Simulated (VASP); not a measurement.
An input for Ansatz (written as the equivalent of a VASP run, and not itself run):

Ansatz 0.2 input:
```yaml
crystal:
  lattice:
    - [0.0000000, 3.0240000, 3.0240000]
    - [3.0240000, 0.0000000, 3.0240000]
    - [3.0240000, 3.0240000, 0.0000000]
  atoms:
    - { symbol: Rh, position: [0.0000000, 0.0000000, 0.0000000] }
    - { symbol: Te, position: [0.5000000, 0.5000000, 0.5000000] }
kpoints:
  mp_grid: { grid: [9, 9, 9] }
hamiltonian:
  xc: pbe
  pseudopotentials: { kind: paw }
scf:
  occupations: { method: methfessel_paxton, width: 0.1 }
  max_iter: 100
relax:
  max_steps: 60
  f_tol: 0.01
  cell: {}
output: { forces: true, stress: true, eigenvalues: true }
```

Question: Write the VASP files for the same calculation (PBE).

Answer: This is not unique; one that fits is 
KPOINTS:
```
Automatic mesh
0
Gamma
9 9 9
0 0 0
```

### INCAR
```
SYSTEM = RhTe
PREC = Accurate
ENCUT = 400
EDIFF = 1E-6
NELM = 100
ALGO = Normal
LREAL = .FALSE.
LASPH = .TRUE.
ISMEAR = 1
SIGMA = 0.1
GGA = PE
LMAXMIX = 4
LWAVE = .FALSE.
LCHARG = .FALSE.
IBRION = 2
ISIF = 3
NSW = 60
EDIFFG = -0.01
```

POSCAR:
```
RhTe
1
    0.0000000000     3.0240000000     3.0240000000
    3.0240000000     0.0000000000     3.0240000000
    3.0240000000     3.0240000000     0.0000000000
Rh Te
1 1
Direct
  0.0000000000   0.0000000000   0.0000000000
  0.5000000000   0.5000000000   0.5000000000
```

POTCAR, in this order: Rh_pv Te (PBE.64 set). Program: vasp_std.

The two are equivalent in intent, not identical: each code has its own PAW files, so the cut-off isn't converted (ENCUT is set for VASP's; basis.ecutwfc is left out, and Ansatz then takes the one that its files recommend); Ansatz stops its SCF on the density residual and VASP on the energy change (EDIFF).

The structure was generated: RhTe was put into the rock salt type (Fm-3m), which need not be its known phase. This run relaxes it. Symmetry was kept, so distortions that lower it aren't found.
